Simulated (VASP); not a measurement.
Calculation: r2SCAN meta-GGA, VASP's PBE PAW potentials (set 64) (plane waves; VASP).

VASP ran on this input.

POSCAR:
```
TiC
1
    2.7079500751     0.0000000000     0.0000000000
    0.0000000000     2.7079500751     0.0000000000
   -0.0000000000     0.0000000000     2.7079500751
Ti C
1 1
Direct
  0.0000000000   0.0000000000   0.0000000000
  0.5000000000   0.5000000000   0.5000000000
```

### INCAR
```
SYSTEM = TiC
PREC = Accurate
ENCUT = 520
EDIFF = 1E-7
NELM = 100
ALGO = Normal
LREAL = .FALSE.
LASPH = .TRUE.
ISMEAR = -5
METAGGA = R2SCAN
LMIXTAU = .TRUE.
LMAXMIX = 4
LWAVE = .FALSE.
LCHARG = .FALSE.
LORBIT = 11
NEDOS = 601
ISIF = 2
```

KPOINTS:
```
Automatic mesh
0
Gamma
15 15 15
0 0 0
```

KPOINTS_OPT:
```
k-points along high-symmetry lines
10
Line-mode
Reciprocal
  0.000000   0.000000   0.000000 ! GAMMA
  0.000000   0.500000   0.000000 ! X

  0.000000   0.500000   0.000000 ! X
  0.500000   0.500000   0.000000 ! M

  0.500000   0.500000   0.000000 ! M
  0.000000   0.000000   0.000000 ! GAMMA

  0.000000   0.000000   0.000000 ! GAMMA
  0.500000   0.500000   0.500000 ! R

  0.500000   0.500000   0.500000 ! R
  0.000000   0.500000   0.000000 ! X

  0.500000   0.500000   0.500000 ! R
  0.500000   0.500000   0.000000 ! M
```

POTCAR, in this order: Ti_sv C (PBE.64 set). Program: vasp_std.

Output

OSZICAR:
```
       N       E                     dE             d eps       ncg     rms          rms(c)
DAV:   1     0.111817942284E+03    0.11182E+03   -0.86467E+03  2892   0.164E+03
DAV:   2    -0.209103244055E+02   -0.13273E+03   -0.12677E+03  2972   0.398E+02
DAV:   3    -0.309740154208E+02   -0.10064E+02   -0.93277E+01  3976   0.995E+01
DAV:   4    -0.313977272500E+02   -0.42371E+00   -0.42200E+00  3688   0.185E+01
DAV:   5    -0.314175711060E+02   -0.19844E-01   -0.19849E-01  3968   0.345E+00    0.171E+01
DAV:   6    -0.238177237941E+02    0.75998E+01   -0.39146E+01  3912   0.858E+01    0.107E+01
DAV:   7    -0.223451981732E+02    0.14725E+01   -0.10147E+01  3796   0.375E+01    0.443E+00
DAV:   8    -0.222637346543E+02    0.81464E-01   -0.70353E-01  3348   0.709E+00    0.252E+00
DAV:   9    -0.223402468709E+02   -0.76512E-01   -0.40324E-01  3636   0.902E+00    0.187E+00
DAV:  10    -0.222777010272E+02    0.62546E-01   -0.33846E-01  3580   0.791E+00    0.519E-01
DAV:  11    -0.222799723994E+02   -0.22714E-02   -0.90837E-03  3372   0.103E+00    0.435E-01
DAV:  12    -0.222795709194E+02    0.40148E-03   -0.34328E-03  3124   0.920E-01    0.402E-01
DAV:  13    -0.222775110074E+02    0.20599E-02   -0.14429E-02  3648   0.158E+00    0.897E-02
DAV:  14    -0.222776836881E+02   -0.17268E-03   -0.53227E-04  3352   0.283E-01    0.703E-02
DAV:  15    -0.222777196439E+02   -0.35956E-04   -0.21342E-04  3336   0.208E-01    0.291E-02
DAV:  16    -0.222777304899E+02   -0.10846E-04   -0.31791E-05  3224   0.652E-02    0.103E-02
DAV:  17    -0.222777304185E+02    0.71338E-07   -0.22680E-06  3512   0.194E-02    0.100E-02
DAV:  18    -0.222777442311E+02   -0.13813E-04   -0.28263E-06  3724   0.262E-02    0.308E-03
DAV:  19    -0.222777483763E+02   -0.41453E-05   -0.96344E-07  3616   0.841E-03    0.923E-04
DAV:  20    -0.222777487787E+02   -0.40232E-06   -0.44204E-08  1548   0.276E-03    0.586E-04
DAV:  21    -0.222777496325E+02   -0.85382E-06   -0.14965E-08  1492   0.105E-03    0.352E-04
DAV:  22    -0.222777497100E+02   -0.77540E-07   -0.87010E-09  1488   0.150E-03
   1 F= -.22277750E+02 E0= -.22277750E+02  d E =0.000000E+00
       N       E                     dE             ncg
```

### OUTCAR
```
------------------------ aborting loop because EDIFF is reached ----------------------------------------
  FORCE on cell =-STRESS in cart. coord.  units (eV):
  Direction    XX          YY          ZZ          XY          YZ          ZX
  --------------------------------------------------------------------------------------
  Total        0.0357853      0.0357853      0.0357853     -0.0000000      0.0000000     -0.0000000
  in kB        2.8873064      2.8873064      2.8873064     -0.0000000      0.0000000     -0.0000000
  external PRESSURE =       2.8873064 kB  Pullay stress =       0.0000000 kB
  volume of cell :       19.86
      direct lattice vectors                 reciprocal lattice vectors
     2.707950075  0.000000000  0.000000000     0.369283027  0.000000000  0.000000000
     0.000000000  2.707950075  0.000000000     0.000000000  0.369283027  0.000000000
     0.000000000  0.000000000  2.707950075     0.000000000  0.000000000  0.369283027
 POSITION                                       TOTAL-FORCE (eV/Angst)
 -----------------------------------------------------------------------------------
      0.00000      0.00000      0.00000         0.000000      0.000000      0.000000
      1.35398      1.35398      1.35398         0.000000      0.000000      0.000000
 -----------------------------------------------------------------------------------
    total drift:                               -0.000000      0.000000     -0.000000
  FREE ENERGIE OF THE ION-ELECTRON SYSTEM (eV)
  ---------------------------------------------------
  free  energy   TOTEN  =       -22.2777497100 eV

  energy  without entropy=      -22.2777497100  energy(sigma->0) =      -22.27774971

 total charge

# of ion       s       p       d       tot
------------------------------------------
    1        2.195   6.181   1.966  10.342
    2        0.914   1.413   0.000   2.327
--------------------------------------------------
tot          3.109   7.594   1.966  12.669
```
(Selected blocks of OUTCAR.)

For a metal the tetrahedron method with Blöchl corrections gives inexact stress and forces.

The structure was generated: TiC was put into the CsCl type (Pm-3m), which need not be its known phase. It was relaxed first, which changed the volume by -13 %.
